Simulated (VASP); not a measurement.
The system is Mg2CdS3.

```xyz
12
Lattice="6.1404 -3.5448 0.0000 6.1404 3.5448 0.0000 0.0000 0.0000 6.6220" Properties=species:S:1:pos:R:3 pbc="T T T"
Mg    4.0758   -1.1736    6.6125
Mg    8.2050    1.1736    3.3015
Mg    4.0758    1.1736    3.3015
Mg    8.2050   -1.1736    6.6125
Cd    6.1404    2.3379    6.6085
Cd    6.1404   -2.3379    3.2975
S     6.1404    2.2899    2.5633
S     4.0255   -1.1412    2.4597
S     8.2553    1.1412    5.7707
S     6.1404   -2.2899    5.8743
S     4.0255    1.1412    5.7707
S     8.2553   -1.1412    2.4597
```

The cell was built by a generator and needn't be a form met in nature.

Base run:

* Program: VASP 6.6.1
* Functional: PBE
* Potentials or basis: VASP PAW PBE potentials, release 64 (Mg, Cd, S)
* Cutoff: 520 eV
* k mesh: 4 × 4 × 4
* Occupations: gaussian, width 0.03 eV
* Spin: no spin polarisation

Its results: band gap on the k mesh 2.56 eV, direct.

Q: The run is repeated on the same cell with these changes: functional from PBE to PBEsol. What comes out?

A: Band gap on the k mesh 2.42 eV, direct.
